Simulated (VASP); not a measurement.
# CS2 (Cmce) in VASP: notebook

Aim: see how the results for CS2 move with the level of theory and the settings. Levels: PBEsol, LDA. Tasks: relaxation of cell and atoms.

All numbers are computed with VASP 6.6.1; they aren't measurements. Logs are shortened: lines on timing, memory, paths and dates and some standing lists are left out, and cuts for length are marked.

## Step 1: Starting point

The structure is orthorhombic, space group Cmce (No. 64). Conventional cell: a = 7.292 Å, b = 5.989 Å, c = 9.851 Å, α = 90.00°, β = 90.00°, γ = 90.00°. S (site symmetry m) has 1 C at 1.56 Å as nearest neighbours. C (site symmetry 2/m) is surrounded by 2 S at 1.56 Å.

The cell comes from a database or a generator and needn't be the stable form of this composition.

## Step 2: Relaxation of cell and atoms, PBEsol

INCAR

```
SYSTEM = CS2
  PREC = Accurate
  ENCUT = 600
  EDIFF = 1E-7
  ISMEAR = 0
  SIGMA = 0.02
  LREAL = .FALSE.
  LASPH = .TRUE.
  NELM = 80
  ALGO = Fast
  ISIF = 3
  LWAVE = .FALSE.
  LCHARG = .FALSE.
  GGA = PS
  IBRION = 2
  NSW = 40
  EDIFFG = -0.01
  KPAR = 2
```

KPOINTS

```
regular mesh
0
G
  6 6 4
  0 0 0
```

POSCAR

```
CS2
1.0
    3.6457880000     -2.9943140000      0.0000000000
    3.6457880000      2.9943140000      0.0000000000
    0.0000000000      0.0000000000      9.8512570000
S C
4 2
Direct
    0.1815210000      0.8184790000      0.8868670000
    0.3184790000      0.6815210000      0.3868670000
    0.6815210000      0.3184790000      0.6131330000
    0.8184790000      0.1815210000      0.1131330000
    0.5000000000      0.5000000000      0.5000000000
    0.0000000000      0.0000000000      0.0000000000
```

Potentials or basis: VASP PAW PBE potentials, release 64 (S, C).

Run with:

```bash
> cat potpaw_PBE.64/S/POTCAR potpaw_PBE.64/C/POTCAR > POTCAR
> mpirun -np 2 vasp_std > vasp.out
```

OUTCAR:

```text
SYSTEM = CS2
   PREC = Accurate
   ENCUT = 600
   EDIFF = 1E-7
   ISMEAR = 0
   LREAL = .FALSE.
   LASPH = .TRUE.
   NELM = 80
   ISIF = 3
   GGA = PS
   IBRION = 2
   NSW = 40
   EDIFFG = -0.01

 ion  position               nearest neighbor table
   1  0.182  0.818  0.887-   6 1.56
   2  0.318  0.682  0.387-   5 1.56
   3  0.682  0.318  0.613-   5 1.56
   4  0.818  0.182  0.113-   6 1.56
   5  0.500  0.500  0.500-   2 1.56   3 1.56
   6  0.000  0.000  0.000-   1 1.56   4 1.56

  LATTYP: Found a base centered orthorhombic cell.
 ALAT       =     5.9886280000
 B/A-ratio  =     1.2175703684
 C/A-ratio  =     1.6449939786

  Lattice vectors:

 A1 = (  -3.6457880000,  -2.9943140000,   0.0000000000)
 A2 = (   3.6457880000,  -2.9943140000,   0.0000000000)
 A3 = (   0.0000000000,   0.0000000000,   9.8512570000)

Analysis of symmetry for initial positions (statically):
=====================================================================
 Subroutine PRICEL returns:
 Original cell was already a primitive cell.

 Routine SETGRP: Setting up the symmetry group for a
 base centered orthorhombic supercell.

 Subroutine GETGRP returns: Found  8 space group operations
 (whereof  4 operations were pure point group operations)
 out of a pool of  8 trial point group operations.

The static configuration has the point symmetry C_2h.
 The point group associated with its full space group is D_2h.

Analysis of symmetry for dynamics (positions and initial velocities):
=====================================================================
 Subroutine PRICEL returns:
 Original cell was already a primitive cell.

 Routine SETGRP: Setting up the symmetry group for a
 base centered orthorhombic supercell.

 Subroutine GETGRP returns: Found  8 space group operations
 (whereof  4 operations were pure point group operations)
 out of a pool of  8 trial point group operations.

The dynamic configuration has the point symmetry C_2h.
 The point group associated with its full space group is D_2h.

 Subroutine INISYM returns: Found  8 space group operations
 (whereof  4 operations are pure point group operations),
 and found     1 'primitive' translations

----------------------------------------------------------------------------------------

                                     Primitive cell

  volume of cell :     215.0851

  direct lattice vectors                    reciprocal lattice vectors
     3.645788000 -2.994314000  0.000000000     0.137144562 -0.166983155  0.000000000
     3.645788000  2.994314000  0.000000000     0.137144562  0.166983155  0.000000000
     0.000000000  0.000000000  9.851257000     0.000000000  0.000000000  0.101509889

  length of vectors
     4.717805260  4.717805260  9.851257000     0.216083329  0.216083329  0.101509889

  position of ions in fractional coordinates (direct lattice)
     0.181521000  0.818479000  0.886867000
     0.318479000  0.681521000  0.386867000
     0.681521000  0.318479000  0.613133000
     0.818479000  0.181521000  0.113133000
     0.500000000  0.500000000  0.500000000
     0.000000000  0.000000000  0.000000000

  ion indices of the primitive-cell ions
   primitive index   ion index
                 1           1
                 2           2
                 3           3
                 4           4
                 5           5
                 6           6

----------------------------------------------------------------------------------------

 KPOINTS: regular mesh

Automatic generation of k-mesh.
 Grid dimensions read from file:
 generate k-points for:    6    6    4

 Generating k-lattice:

  Cartesian coordinates                     Fractional coordinates (reciprocal lattice)
     0.022857427 -0.027830526  0.000000000     0.166666667  0.000000000  0.000000000
     0.022857427  0.027830526  0.000000000     0.000000000  0.166666667  0.000000000
     0.000000000  0.000000000  0.025377472     0.000000000  0.000000000  0.250000000

  Length of vectors
     0.036013888  0.036013888  0.025377472

  Shift w.r.t. Gamma in fractional coordinates (k-lattice)
     0.000000000  0.000000000  0.000000000

 Subroutine IBZKPT returns following result:
 ===========================================

 Found     39 irreducible k-points:

 Following reciprocal coordinates:
            Coordinates               Weight
  0.000000  0.000000  0.000000      1.000000
  0.166667  0.000000  0.000000      4.000000
  0.333333  0.000000  0.000000      4.000000
  0.500000  0.000000  0.000000      2.000000
  0.166667  0.166667  0.000000      2.000000
  0.333333  0.166667  0.000000      4.000000
[... 16 lines left out ...]
  0.333333  0.333333  0.250000      4.000000
  0.500000  0.333333  0.250000      8.000000
 [... further k-points ...]
   k-points           NKPTS =     39   k-points in BZ     NKDIM =     39   number of bands    NBANDS=     20
   number of dos      NEDOS =    301   number of ions     NIONS =      6
   total plane-waves  NPLWV = 128000
[... 49 lines left out ...]
 Gauss-broadening in eV      SIGMA  =   0.02
  energy-cutoff  :      600.00
  volume of cell :      215.09
 maximum number of plane-waves:      7206
 NGX is ok and might be reduce to    40
   NGX = 19   NGY = 19   NGZ = 39

--------------------------------------- Ionic step        1  -------------------------------------------

 number of electron      31.9999998 magnetization

 Free energy of the ion-electron system (eV)
  ---------------------------------------------------
  ext. energy  EPLUGINS =         0.00000000
  ---------------------------------------------------
  free energy    TOTEN  =       -34.59817151 eV

  energy without entropy =      -34.59817151  energy(sigma->0) =      -34.59817151

------------------------ aborting loop because EDIFF is reached ----------------------------------------

  FORCE on cell =-STRESS in cart. coord.  units (eV):
  Direction    XX          YY          ZZ          XY          YZ          ZX
  --------------------------------------------------------------------------------------
  -------------------------------------------------------------------------------------
  Total       -0.2829591     -0.7246436     -0.7421030      0.0000000      0.0000000      0.0000000
  in kB       -2.1077732     -5.3978977     -5.5279533      0.0000000      0.0000000      0.0000000
  external PRESSURE =      -4.3445414 kB  Pullay stress =       0.0000000 kB
[... 101 lines left out ...]
  FREE ENERGIE OF THE ION-ELECTRON SYSTEM (eV)
  ---------------------------------------------------
  free  energy   TOTEN  =       -34.5998091769 eV

  energy  without entropy=      -34.5998091769  energy(sigma->0) =      -34.59980918

 E-fermi :   0.0113     XC(G=0):  -7.8610

 val. band max:       -0.0855192352   @ k =   0.5000   0.5000   0.0000
 cond. band min:       2.7598052633   @ k =   0.0000   0.0000   0.0000
 fundamental gap:      2.8453244985
 Fermi energy:         0.0112646444

 k-point     1 :       0.0000    0.0000    0.0000
  band No.  band energies     occupation
      1     -15.4408      2.00000
      2     -15.2999      2.00000
      3     -13.1796      2.00000
      4     -12.9336      2.00000
      5      -6.8127      2.00000
      6      -6.1250      2.00000
[... 12 lines left out ...]
     19       3.5372      0.00000
[... 513 lines left out ...]
      4     -13.0588      2.00000
      5      -6.5720      2.00000
      6      -6.5437      2.00000
[... 12 lines left out ...]
     19       3.8807      0.00000
     20       4.1068      0.00000

 [... further k-points ...]

[... ionic steps 4 to 20 ...]

--------------------------------------- Ionic step       21  -------------------------------------------

 number of electron      32.0000001 magnetization

------------------------ aborting loop because EDIFF is reached ----------------------------------------

  FORCE on cell =-STRESS in cart. coord.  units (eV):
  Direction    XX          YY          ZZ          XY          YZ          ZX
  --------------------------------------------------------------------------------------
  -------------------------------------------------------------------------------------
  Total        0.0917096      0.6926622      0.7571316      0.0000000     -0.0000000      0.0000000
  in kB        0.9398766      7.0986800      7.7593886      0.0000000     -0.0000000      0.0000000
  external PRESSURE =       5.2659817 kB  Pullay stress =       0.0000000 kB
[... 65 lines left out ...]
  energy  without entropy=      -34.6636232124  energy(sigma->0) =      -34.66362321

--------------------------------------- Ionic step       23  -------------------------------------------

 number of electron      31.9999998 magnetization

 Free energy of the ion-electron system (eV)
  ---------------------------------------------------
  ext. energy  EPLUGINS =         0.00000000
  ---------------------------------------------------
  free energy    TOTEN  =       -34.66411606 eV

  energy without entropy =      -34.66411606  energy(sigma->0) =      -34.66411606

 E-fermi :  -0.3343     XC(G=0):  -7.6163

 val. band max:       -0.4589034179   @ k =   0.5000   0.5000   0.0000
 cond. band min:       2.4717718307   @ k =   0.0000   0.0000   0.0000
 fundamental gap:      2.9306752486
 Fermi energy:        -0.3342807657

 k-point     1 :       0.0000    0.0000    0.0000
  band No.  band energies     occupation
      1     -15.6597      2.00000
      2     -15.5409      2.00000
      3     -13.4363      2.00000
      4     -13.2289      2.00000
      5      -7.1062      2.00000
      6      -6.5162      2.00000
[... 12 lines left out ...]
     19       3.1576      0.00000
[... 513 lines left out ...]
      4     -13.3359      2.00000
      5      -6.8982      2.00000
      6      -6.8691      2.00000
[... 12 lines left out ...]
     19       3.4665      0.00000
     20       3.6641      0.00000

 [... further k-points ...]

------------------------ aborting loop because EDIFF is reached ----------------------------------------

  FORCE on cell =-STRESS in cart. coord.  units (eV):
  Direction    XX          YY          ZZ          XY          YZ          ZX
  --------------------------------------------------------------------------------------
  -------------------------------------------------------------------------------------
  Total        0.0193301     -0.0215270      0.0005380      0.0000000      0.0000000      0.0000000
  in kB        0.1933671     -0.2153445      0.0053822      0.0000000      0.0000000      0.0000000
  external PRESSURE =      -0.0055317 kB  Pullay stress =       0.0000000 kB
[... 21 lines left out ...]
  FREE ENERGIE OF THE ION-ELECTRON SYSTEM (eV)
  ---------------------------------------------------
  free  energy   TOTEN  =       -34.6641160646 eV

  energy  without entropy=      -34.6641160646  energy(sigma->0) =      -34.66411606

 reached required accuracy - stopping structural energy minimisation
```

It took 15 min on 2 MPI ranks of Intel Xeon 6975P-C (Granite Rapids), shared host; peak memory 0.48 GiB.

Results:

- Free energy: -34.6641 eV
- Relaxed volume: 26.69 Å³/atom
- Relaxed cell: a = 4.203 Å, b = 4.203 Å, c = 9.150 Å, α = 90.00°, β = 90.00°, γ = 82.33°
- Space group after relaxing (to 0.05 Å): Cmce (No. 64)
- Energy gained by relaxing: 11.0 meV/atom
- Ionic steps: 23
- Pressure after relaxing: 0.0 GPa
- Largest force after relaxing: 0.006 eV/Å
- Band gap on the k mesh: 2.93 eV, indirect (least direct gap 2.95 eV)

Forces in eV/Å, atoms in the order of the input:
```
S    0.000  0.005 -0.003
S    0.000 -0.005 -0.003
S    0.000  0.005  0.003
S    0.000 -0.005  0.003
C    0.000  0.000  0.000
C    0.000  0.000  0.000
```

Step by step:
| step | energy change (eV) | largest force (eV/Å) | pressure (GPa) | volume (Å³) |
| --- | --- | --- | --- | --- |
| 1 | 0.0000 | 0.1387 | -0.43 | 215.09 |
| 2 | 0.0134 | 0.7062 | 0.87 | 212.07 |
| 3 | -0.0016 | 0.0644 | -0.13 | 214.33 |
| 4 | -0.0030 | 0.0668 | -0.12 | 213.29 |
| 5 | -0.0073 | 0.0731 | -0.10 | 210.19 |
| 6 | -0.0159 | 0.0917 | -0.08 | 204.08 |
| 7 | -0.0327 | 0.1491 | 0.02 | 192.20 |
| 8 | -0.0572 | 0.3410 | 0.53 | 169.79 |
| 9 | 0.0777 | 1.0338 | 4.06 | 130.11 |
| 10 | -0.0458 | 0.7132 | 1.34 | 165.33 |
| 11 | -0.0443 | 0.7667 | 1.57 | 160.17 |
| 12 | -0.0444 | 0.7642 | 1.57 | 160.10 |
| 13 | -0.0449 | 0.7558 | 1.56 | 159.87 |
| 14 | -0.0457 | 0.7394 | 1.54 | 159.41 |
| 15 | -0.0473 | 0.7068 | 1.50 | 158.51 |
| 16 | -0.0498 | 0.6427 | 1.42 | 156.70 |
| 17 | -0.0524 | 0.5189 | 1.28 | 153.13 |
| 18 | -0.0525 | 0.4742 | 1.23 | 151.83 |
| 19 | -0.0540 | 0.4474 | 1.16 | 152.27 |
| 20 | -0.0579 | 0.3675 | 0.94 | 153.62 |
| 21 | -0.0633 | 0.2100 | 0.53 | 156.33 |
| 22 | -0.0655 | 0.0935 | -0.23 | 161.86 |
| 23 | -0.0659 | 0.0056 | 0.00 | 160.16 |

Final structure:
```yaml
crystal:
  lattice:
    - [3.16372, -2.76630, 0.00000]
    - [3.16372, 2.76630, 0.00000]
    - [0.00000, 0.00000, 9.15029]
  atoms:
    - { symbol: S, position: [0.19541, 0.80459, 0.87796] }
    - { symbol: S, position: [0.30459, 0.69541, 0.37796] }
    - { symbol: S, position: [0.69541, 0.30459, 0.62204] }
    - { symbol: S, position: [0.80459, 0.19541, 0.12204] }
    - { symbol: C, position: [0.50000, 0.50000, 0.50000] }
    - { symbol: C, position: [0.00000, 0.00000, 0.00000] }
```

Caveat: the volume moved by over 15 % at a fixed basis, so the end points are rough; the PAW data sets were made with another functional, which shifts forces and pressure a little.

## Step 3: Relaxation of cell and atoms, LDA

INCAR

```
SYSTEM = CS2
ALGO = Fast
EDIFF = 1E-6
EDIFFG = -0.005
ENCUT = 600
IBRION = 2
ISIF = 3
ISMEAR = 0
KPAR = 2
LASPH = .True.
LCHARG = .False.
LREAL = .False.
LWAVE = .False.
NELM = 80
NSW = 60
PREC = Accurate
SIGMA = 0.02
```

KPOINTS

```
k-points
0
Gamma
  6 6 4
  0 0 0
```

POSCAR is that of step 2.

Potentials or basis: VASP PAW LDA potentials, release 64 (S, C).

Run with:

```bash
> cat potpaw_LDA.64/S/POTCAR potpaw_LDA.64/C/POTCAR > POTCAR
> mpirun -np 2 vasp_std > vasp.out
```

Wall time 35 min (2 MPI ranks of Intel Xeon 6975P-C (Granite Rapids), shared host); peak memory 0.39 GiB.

The run converged. Its results:

| Item | Value |
| --- | --- |
| Free energy | -36.4236 eV |
| Relaxed volume | 21.79 Å³/atom |
| Relaxed cell | a = 3.877 Å, b = 3.877 Å, c = 8.740 Å, α = 90.00°, β = 90.00°, γ = 84.31° |
| Space group after relaxing (to 0.05 Å) | Cmce (No. 64) |
| Energy gained by relaxing | 82.9 meV/atom |
| Ionic steps | 57 |
| Pressure after relaxing | 0.0 GPa |
| Largest force after relaxing | 0.004 eV/Å |
| Band gap on the k mesh | 2.32 eV, indirect (least direct gap 2.33 eV) |

Forces in eV/Å, atoms in the order of the input:
```
S    0.000  0.002 -0.004
S    0.000 -0.002 -0.004
S    0.000  0.002  0.004
S    0.000 -0.002  0.004
C    0.000  0.000  0.000
C    0.000  0.000  0.000
```

The path:
| step | energy change (eV) | largest force (eV/Å) | pressure (GPa) | volume (Å³) |
| --- | --- | --- | --- | --- |
| 1 | 0.0000 | 0.5082 | -1.62 | 215.09 |
| 3 | -0.0231 | 0.2332 | -0.49 | 212.26 |
| 5 | -0.0441 | 0.2584 | -0.49 | 208.30 |
| 7 | -0.2499 | 0.4366 | -0.29 | 175.30 |
| 9 | 2.4217 | 3.4955 | 38.39 | 76.75 |
| 11 | 0.1580 | 3.4263 | 14.53 | 105.30 |
| 13 | -0.1962 | 3.0716 | 7.47 | 130.00 |
| 15 | -0.2057 | 3.0137 | 7.48 | 129.10 |
| 17 | -0.2363 | 2.7932 | 7.49 | 125.52 |
| 19 | -0.2211 | 2.0135 | 8.40 | 111.82 |
| 21 | -0.2698 | 2.3099 | 7.57 | 118.62 |
| 23 | -0.3875 | 1.5976 | 5.00 | 122.65 |
| 25 | -0.4476 | 0.8452 | -2.60 | 139.68 |
| 27 | -0.4943 | 0.0972 | 0.05 | 132.49 |
| 29 | -0.4943 | 0.1319 | 0.18 | 132.08 |
| 31 | -0.4952 | 0.0821 | 0.14 | 131.10 |
| 33 | -0.4954 | 0.0489 | 0.11 | 130.40 |
| 35 | -0.4954 | 0.0343 | 0.09 | 130.05 |
| 37 | -0.4954 | 0.0424 | 0.11 | 130.27 |
| 39 | -0.4957 | 0.0520 | -0.14 | 130.71 |
| 41 | -0.4960 | 0.0462 | -0.14 | 130.90 |
| 43 | -0.4967 | 0.0214 | -0.14 | 131.74 |
| 45 | -0.4967 | 0.0086 | -0.13 | 132.35 |
| 47 | -0.4967 | 0.0145 | -0.14 | 132.01 |
| 49 | -0.4968 | 0.0287 | -0.04 | 131.83 |
| 51 | -0.4969 | 0.0355 | -0.01 | 131.65 |
| 53 | -0.4972 | 0.0179 | 0.06 | 130.49 |
| 55 | -0.4973 | 0.0115 | -0.01 | 130.54 |
| 57 | -0.4975 | 0.0040 | 0.01 | 130.72 |

Final structure:
```
S C
1.0
     2.87412   -2.60186    0.00000
     2.87412    2.60186    0.00000
     0.00000    0.00000    8.74038
S C
4 2
Direct
  0.20361 0.79639 0.87105
  0.29639 0.70361 0.37105
  0.70361 0.29639 0.62895
  0.79639 0.20361 0.12895
  0.50000 0.50000 0.50000
  0.00000 0.00000 0.00000
```

Levels at points of the mesh, in eV from the valence-band top:
| k point | band 12 | band 13 | band 14 | band 15 | band 16 | band 17 | band 18 | band 19 | band 20 |
| --- | --- | --- | --- | --- | --- | --- | --- | --- | --- |
| (0.00, 0.00, 0.00) | -2.58 | -1.24 | -0.98 | -0.96 | -0.26 | 2.37 | 2.57 | 3.49 | 3.94 |
| (0.50, 0.00, 0.00) | -2.86 | -0.81 | -0.81 | -0.37 | -0.37 | 2.90 | 2.90 | 3.51 | 3.51 |
| (0.50, 0.50, 0.00) | -3.41 | -1.81 | -1.77 | -0.70 | -0.01 | 2.32 | 2.75 | 4.54 | 4.69 |
| (0.00, 0.00, 0.50) | -2.68 | -1.04 | -1.04 | -0.65 | -0.65 | 2.94 | 2.94 | 3.16 | 3.16 |
| (0.50, 0.00, 0.50) | -2.83 | -1.05 | -1.05 | -0.20 | -0.20 | 2.75 | 2.75 | 3.73 | 3.73 |
| (0.50, 0.50, 0.50) | -3.70 | -1.31 | -1.31 | -0.99 | -0.99 | 3.46 | 3.46 | 3.81 | 3.81 |

Caveat: the volume moved by over 15 % at a fixed basis, so the end points are rough. As with any semilocal functional, this LDA gap is likely too small.

## Step 4: For comparison

An earlier run on the cell as given: functional PBEsol; potentials or basis VASP PAW PBE potentials, release 64 (S, C); cutoff 520 eV; k mesh 6 × 6 × 3; occupations fermi-dirac, width 0.05 eV; no spin polarisation.

* Pressure: -0.4 GPa
* Largest force: 0.133 eV/Å
* Band gap on the k mesh: 3.43 eV, direct

## Step 5: The runs side by side

```csv
task,level,potentials or basis,cell,k mesh,cutoff (eV),smearing,ladder,gap on the mesh (eV),pressure (GPa),relaxed volume (Å³/atom),largest force (eV/Å)
relaxation of cell and atoms,PBEsol,"VASP PAW PBE potentials, release 64 (S, C)",relaxed,6 × 6 × 4,600,gaussian 0.02 eV,gaps,2.93,0.0,26.69,0.01
relaxation of cell and atoms,LDA,"VASP PAW LDA potentials, release 64 (S, C)",relaxed,6 × 6 × 4,600,gaussian 0.02 eV,gaps,2.32,0.0,21.79,-
single point,PBEsol,"VASP PAW PBE potentials, release 64 (S, C)",as given,6 × 6 × 3,520,fermi-dirac 0.05 eV,free,3.43,-0.4,-,0.13
```

Alike in all rows: no spin polarisation.

Caveats: the volume moved by over 15 % at a fixed basis, so the end points are rough (some runs); the PAW data sets were made with another functional, which shifts forces and pressure a little (some runs); an odd mesh through Γ misses points on the zone boundary, where band edges often lie (some runs).

Total energies depend on the potentials used, so only differences within one code and one set of settings carry meaning.
